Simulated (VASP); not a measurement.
## What goes wrong when Tantalum is relaxed with a bad input

Some relaxations of Tantalum get a fault in the input on purpose. Which of them show, and how? The starting structure is a measured crystal structure from the Crystallography Open Database. The first relaxation on each setting starts from this cell expanded by 3 % in volume.

Calculated with VASP 6.6.1; Kohn-Sham DFT with plane waves and PAW; PBEsol.

## 1. Set-up

The structure is cubic, space group Im-3m (No. 229). The conventional cell has a = 3.306 Å, b = 3.306 Å, c = 3.306 Å, α = 90.00°, β = 90.00°, γ = 90.00°. Ta has 8 Ta at 2.86 Å nearest.

Structure file:

```
Ta
1.0
    -1.65290    1.65290    1.65290
     1.65290   -1.65290    1.65290
     1.65290    1.65290   -1.65290
Ta
1
Direct
  0.00000 0.00000 0.00000
```

## 2. Reference relaxation

This run starts from the cell of an earlier relaxation, which isn't shown; the restart sets up the plane waves anew.

INCAR

```
SYSTEM = Ta
PREC = Accurate
ENCUT = 450
EDIFF = 1E-06
NELM = 100
ISMEAR = 1
SIGMA = 0.15
LREAL = .FALSE.
ALGO = Normal
GGA = PS
NBANDS = 11
LASPH = .TRUE.
LORBIT = 11
LWAVE = .FALSE.
LCHARG = .FALSE.
KPAR = 8
IBRION = 2
NSW = 50
ISIF = 3
EDIFFG = -0.006
```

POSCAR

```
Ta
1.0
   -1.6405745578      1.6405745578      1.6405745578
    1.6405745578     -1.6405745578      1.6405745578
    1.6405745578      1.6405745578     -1.6405745578
Ta
1
Direct
    0.0000000000      0.0000000000      0.0000000000
```

KPOINTS

```
Automatic mesh
0
Gamma
18 18 18
0 0 0
```

Potentials, in the order of the species: Ta_pv (PBE family, release 64).

Launch:

```
$ mpirun -np 8 vasp_std
```

Log:

```text
[banner, memory and clock lines left out]
running    8 mpi-ranks, on    1 nodes
 distrk:  each k-point on    1 cores,    8 groups
 distr:  one band on    1 cores,    1 groups

 POSCAR found type information on POSCAR Ta
 POSCAR found :  1 types and       1 ions
|                                                                             |
|           W    W    AA    RRRRR   N    N  II  N    N   GGGG   !!!           |
|           W    W   A  A   R    R  NN   N  II  NN   N  G    G  !!!           |
|           W    W  A    A  R    R  N N  N  II  N N  N  G       !!!           |
|           W WW W  AAAAAA  RRRRR   N  N N  II  N  N N  G  GGG   !            |
|           WW  WW  A    A  R   R   N   NN  II  N   NN  G    G                |
|           W    W  A    A  R    R  N    N  II  N    N   GGGG   !!!           |
|                                                                             |
|     For optimal performance we recommend to set                             |
|       NCORE = 2 up to number-of-cores-per-socket                            |
|     NCORE specifies how many cores store one orbital (NPAR=cpu/NCORE).      |
|     This setting can greatly improve the performance of VASP for DFT.       |
|     The default, NCORE=1 might be grossly inefficient on modern             |
|     multi-core architectures or massively parallel machines. Do your        |
|     Unfortunately you need to use the default for GW and RPA                |
|     calculations (for HF NCORE is supported but not extensively tested      |
|     yet).                                                                   |
|                                                                             |

|                                                                             |
|               ----> ADVICE to this user running VASP <----                  |
|                                                                             |
|     You enforced a specific xc type in the INCAR file but a different       |
|     [... a line on the potential file left out ...]
|     I HOPE YOU KNOW WHAT YOU ARE DOING!                                     |
|                                                                             |

 LDA part: xc-table for (Slater+PW92), standard interpolation
 POSCAR, INCAR and KPOINTS ok, starting setup
 FFT: planning ... GRIDC
 FFT: planning ... GRID_SOFT
 FFT: planning ... GRID
 WAVECAR not read
 entering main loop
       N       E                     dE             d eps       ncg     rms          rms(c)
DAV:   1     0.510056513428E+02    0.51006E+02   -0.58598E+03  4306   0.865E+02
DAV:   2    -0.121859523146E+02   -0.63192E+02   -0.61686E+02  4759   0.233E+02
DAV:   3    -0.130455942086E+02   -0.85964E+00   -0.85141E+00  5182   0.263E+01
DAV:   4    -0.130483202626E+02   -0.27261E-02   -0.27256E-02  4721   0.157E+00
DAV:   5    -0.130483327906E+02   -0.12528E-04   -0.12528E-04  5153   0.961E-02    0.143E+01
DAV:   6    -0.126686315840E+02    0.37970E+00   -0.32753E-01  4896   0.630E+00    0.700E+00
DAV:   7    -0.125534500687E+02    0.11518E+00   -0.27647E-01  4890   0.540E+00    0.387E-01
DAV:   8    -0.125521391990E+02    0.13109E-02   -0.85439E-03  5172   0.756E-01    0.663E-02
DAV:   9    -0.125521389708E+02    0.22819E-06   -0.48283E-05  4897   0.739E-02    0.208E-02
DAV:  10    -0.125521364539E+02    0.25170E-05   -0.23184E-06  4839   0.173E-02    0.355E-03
DAV:  11    -0.125521364205E+02    0.33329E-07   -0.13406E-07  2739   0.419E-03
   1 F= -.12552136E+02 E0= -.12552343E+02  d E =-.125521E+02
 curvature:   0.00 expect dE= 0.000E+00 dE for cont linesearch  0.000E+00
 trial: gam= 0.00000 g(F)=  0.108E-63 g(S)=  0.184E-06 ort = 0.000E+00 (trialstep = 0.100E+01)
 search vector abs. value=  0.184E-06
 reached required accuracy - stopping structural energy minimisation
```

The job ended after 7.4 s (8 MPI ranks of Intel Xeon Platinum 8375C at 2.90GHz (Ice Lake), shared host; peak memory 1.1 GiB; 51 s of CPU time).

The logs omit lines about the potential files and the build; timing stands in the text.

Parts of OUTCAR (step 2):

```text
ion  position               nearest neighbor table
   1  0.000  0.000  0.000-

  LATTYP: Found a body centered cubic cell.
 ALAT       =     3.2811491156

 Subroutine GETGRP returns: Found 48 space group operations
 (whereof 48 operations were pure point group operations)

The static configuration has the point symmetry O_h .

 Found    195 irreducible k-points:

   k-points           NKPTS =    195   k-points in BZ     NKDIM =    195   number of bands    NBANDS=     11

   dimension x,y,z NGX =    20 NGY =   20 NGZ =   20
   dimension x,y,z NGXF=    40 NGYF=   40 NGZF=   40

   ENCUT  =  450.0 eV  33.07 Ry    5.75 a.u.   4.91  4.91  4.91*2*pi/ulx,y,z

   NELECT =      11.0000    total number of electrons

 k-points in reciprocal lattice and weights: Automatic mesh
   0.00000000  0.00000000  0.00000000       0.000
   0.05555556  0.00000000  0.00000000       0.002
   0.11111111  0.00000000  0.00000000       0.002
   0.16666667  0.00000000  0.00000000       0.002
   0.22222222  0.00000000  0.00000000       0.002
   0.27777778  0.00000000  0.00000000       0.002
   0.33333333  0.00000000  0.00000000       0.002
   0.38888889  0.00000000  0.00000000       0.002
   0.44444444  0.00000000  0.00000000       0.002
[...]
0.50000000  0.50000000  0.44444444       0.002
   0.50000000  0.50000000  0.50000000       0.000

 average (electrostatic) potential at core
       1 -36.0155

 E-fermi :   5.4855

 k-point     1 :       0.0000    0.0000    0.0000
  band No.  band energies     occupation
      1     -27.4651      2.00000
      2     -27.4651      2.00000
      3     -27.4651      2.00000
      4      -2.5252      2.00000
      5       6.2004     -0.00000
      6       6.2004     -0.00000
      7       6.2004     -0.00000
      8       9.5405      0.00000
      9       9.5405      0.00000
    ...

 k-point     2 :       0.0556    0.0000    0.0000
  band No.  band energies     occupation
      1     -27.5067      2.00000
      2     -27.4778      2.00000
      3     -27.4654      2.00000
      4      -2.3829      2.00000
      5       6.1073     -0.00000
      6       6.1746     -0.00000
      7       6.3396     -0.00000
      8       9.3859      0.00000
      9       9.5404      0.00000
    ...

 k-point     3 :       0.1111    0.0000    0.0000
  band No.  band energies     occupation
      1     -27.6251      2.00000
      2     -27.5142      2.00000
      3     -27.4661      2.00000
      4      -1.9712      2.00000
      5       5.8509     -0.00307
      6       6.0650     -0.00000
      7       6.7530     -0.00000
      8       9.0638      0.00000
      9       9.5481      0.00000
    ...

  Total       -0.0011283     -0.0011283     -0.0011283     -0.0000000      0.0000000      0.0000000
  in kB       -0.1023499     -0.1023499     -0.1023499     -0.0000000      0.0000000      0.0000000
  external PRESSURE =      -0.1023499 kB  Pullay stress =       0.0000000 kB

  energy-cutoff  :      450.00
  volume of cell :       17.66
      direct lattice vectors                 reciprocal lattice vectors
    -1.640574558  1.640574558  1.640574558     0.000000000  0.304771275  0.304771275
     1.640574558 -1.640574558  1.640574558     0.304771275  0.000000000  0.304771275
     1.640574558  1.640574558 -1.640574558     0.304771275  0.304771275  0.000000000

 POSITION                                       TOTAL-FORCE (eV/Angst)
 -----------------------------------------------------------------------------------
      0.00000      0.00000      0.00000        -0.000000      0.000000     -0.000000
 -----------------------------------------------------------------------------------
    total drift:                                0.000000     -0.000000     -0.000000

  FREE ENERGIE OF THE ION-ELECTRON SYSTEM (eV)
  ---------------------------------------------------
  free  energy   TOTEN  =       -12.5521364205 eV

  energy  without entropy=      -12.5527570779  energy(sigma->0) =      -12.55234331

 reached required accuracy - stopping structural energy minimisation

 total charge
# of ion       s       p       d       tot
------------------------------------------
    1        0.374   6.173   2.428   8.974

[... 3 further parts left out ...]
```

CONTCAR:

```
Ta
   1.00000000000000
    -1.6405745577999999    1.6405745577999999    1.6405745577999999
     1.6405745577999999   -1.6405745577999999    1.6405745577999999
     1.6405745577999999    1.6405745577999999   -1.6405745577999999
  Ta
     1
Direct
     0.0000000000000000    0.0000000000000000    0.0000000000000000
```

This run has no spin polarisation. Its electron count is odd, so without a moment it is a metal by construction. The PAW data sets were made with PBE, which is usual practice but a small mismatch for other functionals. The run keeps the 48 symmetry operations of its start, so it cannot find a distortion of lower symmetry.

The reference relaxation ends at 17.662 Å³ an atom. Pressures at 0.985 and 1.015 times this volume, from two more relaxations that aren't shown, give a bulk modulus of 208.7 GPa.

## 3. Relaxation with a cutoff far too low

A slip made on purpose: a cutoff far too low. Against step 2 the input has PREC = Normal and ENCUT = 120 (also changed: NELM).

INCAR, as its differences from that of step 2:

```diff
@@ -1,6 +1,6 @@
 SYSTEM = Ta
-PREC = Accurate
-ENCUT = 450
+PREC = Normal
+ENCUT = 120
 EDIFF = 1E-06
-NELM = 100
+NELM = 60
 ISMEAR = 1
```

POSCAR

```
Ta
1.0
   -1.6692664109      1.6692664109      1.6692664109
    1.6692664109     -1.6692664109      1.6692664109
    1.6692664109      1.6692664109     -1.6692664109
Ta
1
Direct
    0.0000000000      0.0000000000      0.0000000000
```

KPOINTS is that of step 2.

Launch:

```
$ mpirun -np 8 vasp_std
```

Log:

```text
[banner, memory and clock lines left out]
running    8 mpi-ranks, on    1 nodes
[...]
[... a notice as in an earlier step ...]

 [... a notice as in an earlier step ...]

 LDA part: xc-table for (Slater+PW92), standard interpolation
 POSCAR, INCAR and KPOINTS ok, starting setup
[...]
entering main loop
       N       E                     dE             d eps       ncg     rms          rms(c)
DAV:   1     0.598186375639E+01    0.59819E+01   -0.30355E+03  4723   0.319E+02
DAV:   2    -0.141157260678E+02   -0.20098E+02   -0.19633E+02  4768   0.990E+01
DAV:   3    -0.142287916479E+02   -0.11307E+00   -0.11297E+00  5041   0.711E+00
DAV:   4    -0.142288983103E+02   -0.10666E-03   -0.10666E-03  4692   0.224E-01
[...]
DAV:   9    -0.127243775257E+02    0.35589E-04   -0.64899E-04  4928   0.206E-01    0.146E-01
DAV:  10    -0.127243395898E+02    0.37936E-04   -0.75365E-05  5032   0.807E-02    0.537E-02
DAV:  11    -0.127243393733E+02    0.21652E-06   -0.92407E-06  5106   0.292E-02
[...]
|     E        R   R    R   R    O     O  R   R                               |
|     E        R    R   R    R   O     O  R    R      ###     ###     ###     |
|     EEEEEEE  R     R  R     R  OOOOOOO  R     R     ###     ###     ###     |
|                                                                             |
|     Orbital orthonormalization failed in the inversion of matrix            |
|     LAPACK: Routine ZPOTRF failed! kpoint: 1 spin: 1                        |
|                                                                             |
|     Possible solutions for this issue are:                                  |
|     - Please check whether the atoms are too close to each other.           |
|     - Decreasing POTIM might help during relaxations or MDs.                |
|     - Deleting CHGCAR or WAVECAR if incompatible with the structure.        |
|     - Try calculating without symmetrizing (ISYM = 0 or ISYM = -1).         |
|     - As last resort: using a different PAW for some of the atoms.          |
|                                                                             |
|       ---->  I REFUSE TO CONTINUE WITH THIS SICK JOB ... BYE!!! <----       |
|                                                                             |

1
1
1
1
1
1
1
1
```

Run time: 7.2 s. Hardware: 8 MPI ranks.

VASP stopped with this message: “Orbital orthonormalization failed in the inversion of matrix LAPACK: Routine ZPOTRF failed! kpoint: 1 spin: 1”.

## 4. Relaxation with low precision and a small cutoff

A slip made on purpose: low precision and a small cutoff. Against step 2 the input has PREC = Low and ENCUT = 180 (also changed: NELM).

INCAR, as its differences from that of step 3:

```diff
@@ -1,4 +1,4 @@
 SYSTEM = Ta
-PREC = Normal
-ENCUT = 120
+PREC = Low
+ENCUT = 180
 EDIFF = 1E-06
```

POSCAR is that of step 3.

KPOINTS is that of step 3.

Launch:

```
$ mpirun -np 8 vasp_std
```

Log:

```text
[... set-up lines as in an earlier step ...]
 entering main loop
       N       E                     dE             d eps       ncg     rms          rms(c)
DAV:   1     0.210140837431E+02    0.21014E+02   -0.36469E+03  4458   0.435E+02
DAV:   2    -0.128166546333E+02   -0.33831E+02   -0.33013E+02  4780   0.140E+02
DAV:   3    -0.131469511404E+02   -0.33030E+00   -0.32886E+00  5073   0.143E+01
DAV:   4    -0.131477073580E+02   -0.75622E-03   -0.75618E-03  4760   0.709E-01
[...]
DAV:   9    -0.125533718583E+02    0.10844E-04   -0.44276E-05  4805   0.533E-02    0.260E-02
DAV:  10    -0.125533695085E+02    0.23497E-05   -0.44165E-06  4888   0.228E-02    0.378E-03
DAV:  11    -0.125533690291E+02    0.47940E-06   -0.25023E-07  2781   0.527E-03
   1 F= -.12553369E+02 E0= -.12553626E+02  d E =-.125534E+02
[...]
2 F= -.11020876E+02 E0= -.11020944E+02  d E =0.153249E+01
[...]
3 F= -.12665052E+02 E0= -.12665221E+02  d E =-.111683E+00
[...]
4 F= -.12666979E+02 E0= -.12667186E+02  d E =-.113610E+00
[...]
5 F= -.12667023E+02 E0= -.12667236E+02  d E =-.113654E+00
[...]
reached required accuracy - stopping structural energy minimisation
```

It took 7.4 s on 8 MPI ranks; peak memory 0.8 GiB; 53 s of CPU time.

OUTCAR, selected parts (step 4):

```text
  Total        0.0016679      0.0016679      0.0016679      0.0000000      0.0000000      0.0000000
  in kB        0.1566637      0.1566637      0.1566637      0.0000000      0.0000000      0.0000000
  external PRESSURE =       0.1566637 kB  Pullay stress =       0.0000000 kB

 POSITION                                       TOTAL-FORCE (eV/Angst)
 -----------------------------------------------------------------------------------
      0.00000      0.00000      0.00000        -0.000000      0.000000     -0.000000
 -----------------------------------------------------------------------------------
    total drift:                               -0.000000      0.000000      0.000000

  FREE ENERGIE OF THE ION-ELECTRON SYSTEM (eV)
  ---------------------------------------------------
  free  energy   TOTEN  =       -12.6670233701 eV

  energy  without entropy=      -12.6676605267  energy(sigma->0) =      -12.66723576

[... 2 parts as in an earlier step ...]

[... 2 further parts left out ...]
[key lines of the parts left out:]
E-fermi :   5.7864
```

With low precision and a small cutoff the cell ends at 17.057 Å³ an atom, -3.43 % from the reference.

## 5. Relaxation with an ionic step far too long

A slip made on purpose: an ionic step far too long. Against step 2 the input has IBRION = 1 and POTIM = 2 (also changed: NELM and NSW).

INCAR, as its differences from that of step 4:

```diff
@@ -1,4 +1,4 @@
 SYSTEM = Ta
-PREC = Low
-ENCUT = 180
+PREC = Accurate
+ENCUT = 450
 EDIFF = 1E-06
@@ -16,5 +16,6 @@
 KPAR = 8
-IBRION = 2
-NSW = 50
+IBRION = 1
+NSW = 30
 ISIF = 3
 EDIFFG = -0.006
+POTIM = 2
```

POSCAR is that of step 4.

KPOINTS is that of step 4.

Launch:

```
$ mpirun -np 8 vasp_std
```

Log:

```text
[... set-up lines as in an earlier step ...]
 entering main loop
       N       E                     dE             d eps       ncg     rms          rms(c)
DAV:   1     0.496211529530E+02    0.49621E+02   -0.58267E+03  4290   0.850E+02
DAV:   2    -0.122271284529E+02   -0.61848E+02   -0.60610E+02  4825   0.229E+02
DAV:   3    -0.130625059326E+02   -0.83538E+00   -0.82728E+00  5254   0.259E+01
DAV:   4    -0.130653041350E+02   -0.27982E-02   -0.27979E-02  4670   0.162E+00
[...]
DAV:   9    -0.125224061118E+02    0.46374E-06   -0.51159E-05  4899   0.765E-02    0.213E-02
DAV:  10    -0.125224031056E+02    0.30062E-05   -0.21462E-06  4680   0.166E-02    0.253E-03
DAV:  11    -0.125224031857E+02   -0.80075E-07   -0.12083E-07  2733   0.416E-03
   1 F= -.12522403E+02 E0= -.12522753E+02  d E =-.125224E+02
[...]
2 F= -.39947337E+01 E0= -.39947171E+01  d E =0.852767E+01
[...]
3 F= -.12547032E+02 E0= -.12547273E+02  d E =-.855230E+01
[...]
4 F= -.12551562E+02 E0= -.12551775E+02  d E =-.453060E-02
[...]
5 F= -.12552544E+02 E0= -.12552751E+02  d E =-.982106E-03
 BRION: g(F)=  0.827E-62 g(S)=  0.275E-05 retain N=  1 mean eig= 0.08
 eig:   0.076
 reached required accuracy - stopping structural energy minimisation
```

It took 15 s on 8 MPI ranks; peak memory 1.2 GiB.

(Part 1 of 2 ends here.)

[Lines on the potential files, build, host, timing and source positions are cut from VASP's logs without a mark.]

[Logs are printed without paths, hosts, clocks, repeated set-up lines and the standing remarks that a program may print on its own settings, such as how far it seeks lower states.]

[Hosts, paths, dates, database ids (printed as entryN), source tags and the programs' standing remarks are cut or masked in the printed files.]
